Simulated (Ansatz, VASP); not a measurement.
## One calculation of Sc3AlP, two programs

```
Sc Al P
1.0
     5.00171    0.00000    0.00000
     0.00000    5.00171    0.00000
     0.00000    0.00000    5.00171
Sc Al P
3 1 1
Direct
  0.50000 0.50000 0.00000
  0.00000 0.50000 0.50000
  0.50000 0.00000 0.50000
  0.50000 0.50000 0.50000
  0.00000 0.00000 0.00000
```

Change from the starting cell: species swapped into the Lu3InN type (Pm-3m, No. 221).

Alike in both runs: functional PBE; k mesh 4 × 4 × 4; occupations gaussian, width 0.1 eV; no spin polarisation.

Ansatz relaxed the structure, and its values are those at the end. VASP's run is a single point on that final structure, the one shown.

|  | VASP | Ansatz |
| --- | --- | --- |
| version | VASP 6.6.1 | Ansatz 0.2.0 |
| potentials or method | VASP PAW PBE potentials, release 64 (Sc_sv, Al, P) | scalar-relativistic, plane waves, PAW |
| plane-wave cutoff (eV) | 520 | 420 |
| valence electrons in the cell | 41 | 41 |

VASP gave:

* gap on the k mesh at the Fermi level (eV): none
* pressure (GPa): 0.1

**Question.** Estimate Ansatz's values.

**Answer.** gap on the k mesh at the Fermi level (eV): none; pressure (GPa): 0.0.

A gap of «none» marks a metal or a gap that the smearing closes.
